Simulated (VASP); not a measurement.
Input:

```xyz
2
Lattice="2.8996 0.0000 0.0000 0.0000 2.8996 0.0000 0.0000 0.0000 2.8996" Properties=species:S:1:pos:R:3 pbc="T T T"
B      0.0000     0.0000     0.0000
As     1.4498     1.4498     1.4498
```

Method: PBEsol GGA, VASP's PBE PAW potentials (set 64) (plane waves; VASP). Run with 620 eV cut-off, 13×13×13 Γ-centred mesh, first-order Methfessel-Paxton smearing of 0.10 eV, potentials B As.

Task: What does the run give for the energy per atom (σ→0), band gap (on the k-mesh) with the smallest direct gap where there is one?

Result: 
| Item | Result |
|---|---|
| band gap (on the k-mesh) | none (metal, semimetal or under 0.01 eV) |
| energy per atom (σ→0) | -4.638 eV/atom |

The absolute energy has meaning only against runs of the same code, potentials and settings.

The structure was generated: BAs was put into the CsCl type type (Pm-3m), which need not be its known phase. It was relaxed first, which changed the volume by +33 %. VASP warned that the highest band is occupied, so more bands are needed.
